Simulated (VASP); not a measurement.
Data:

```yaml
crystal:
  lattice:
    - [4.45450, 0.00000, 0.00000]
    - [0.00000, 4.45450, 0.00000]
    - [0.00000, 0.00000, 2.99410]
  atoms:
    - { symbol: Mg, position: [0.00000, 0.00000, 0.00000] }
    - { symbol: Mg, position: [0.50000, 0.50000, 0.50000] }
    - { symbol: H, position: [0.30425, 0.30425, 0.00000] }
    - { symbol: H, position: [0.80425, 0.19575, 0.50000] }
    - { symbol: H, position: [0.19575, 0.80425, 0.50000] }
    - { symbol: H, position: [0.69575, 0.69575, 0.00000] }
```

Method: TPSS meta-GGA, VASP's PBE PAW potentials (set 64) (plane waves; VASP). Numerical set-up: 520 eV cut-off, 6×6×8 Γ-centred mesh, tetrahedra with Blöchl corrections, potentials Mg H.

The path is coarsely sampled, so an indirect gap can come out somewhat too large.

Question: Give the energies of bands 1 to 7 at the high-symmetry points, in eV from the valence-band maximum.

Answer: 
| band | Γ | X | M | Z | R | A |
|---|---|---|---|---|---|---|
| 1 | -6.62 | -4.93 | -3.78 | -3.12 | -2.36 | -1.95 |
| 2 | -1.49 | -4.93 | -3.78 | -3.12 | -2.36 | -1.95 |
| 3 | -1.49 | -0.53 | -2.83 | -0.12 | -1.12 | -1.04 |
| 4 | -0.36 | -0.53 | -2.83 | -0.12 | -1.12 | -1.04 |
| 5 | 4.93 | 5.83 | 9.67 | 7.05 | 5.59 | 4.41 |
| 6 | 5.65 | 5.83 | 9.67 | 7.05 | 5.59 | 4.41 |
| 7 | 9.86 | 10.64 | 9.75 | 7.26 | 7.30 | 4.44 |

The gap is indirect, 4.17 eV, from the valence maximum at (0.17, 0.17, 0.00) to the conduction minimum at A-Z at 0.20.

The compound is MgH2 in the rutile structure. It was relaxed first.
